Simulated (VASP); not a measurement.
Here is the system:

```yaml
crystal:
  lattice:
    - [1.88671, -3.26788, 0.00000]
    - [1.88671, 3.26788, 0.00000]
    - [0.00000, 0.00000, 6.13392]
  atoms:
    - { symbol: Zr, position: [0.00000, 0.00000, 0.00000] }
    - { symbol: Se, position: [0.33333, 0.66667, 0.25898] }
    - { symbol: Se, position: [0.66667, 0.33333, 0.74102] }
```

Computed with rev-vdW-DF2, VASP's PBE PAW potentials (set 64) (plane waves; VASP). Run with 520 eV cut-off, Gaussian smearing of 0.050 eV, potentials Zr_sv Se.

Q: Give the energies of bands 7 to 15 at the high-symmetry points, in eV from the valence-band maximum.

A: 
| band | Γ | M | K | A | L | H |
|---|---|---|---|---|---|---|
| 7 | -4.88 | -4.70 | -3.87 | -3.59 | -4.79 | -3.82 |
| 8 | -2.67 | -3.01 | -3.66 | -2.61 | -3.79 | -3.82 |
| 9 | -2.67 | -2.80 | -3.66 | -2.61 | -2.72 | -3.38 |
| 10 | -0.07 | -2.50 | -2.42 | -2.34 | -2.66 | -2.58 |
| 11 | -0.07 | -2.33 | -2.42 | -0.28 | -1.02 | -2.10 |
| 12 | 0.00 | -1.43 | -1.81 | -0.28 | -1.01 | -2.10 |
| 13 | 0.98 | 0.39 | 1.70 | 0.95 | 0.17 | 1.75 |
| 14 | 0.98 | 2.47 | 2.51 | 0.95 | 2.46 | 2.02 |
| 15 | 1.35 | 2.86 | 2.51 | 1.79 | 2.83 | 2.02 |

The gap is indirect, 0.17 eV, from the valence maximum at Γ to the conduction minimum at L.

The compound is ZrSe2 in the 1T layered structure. It was relaxed first.
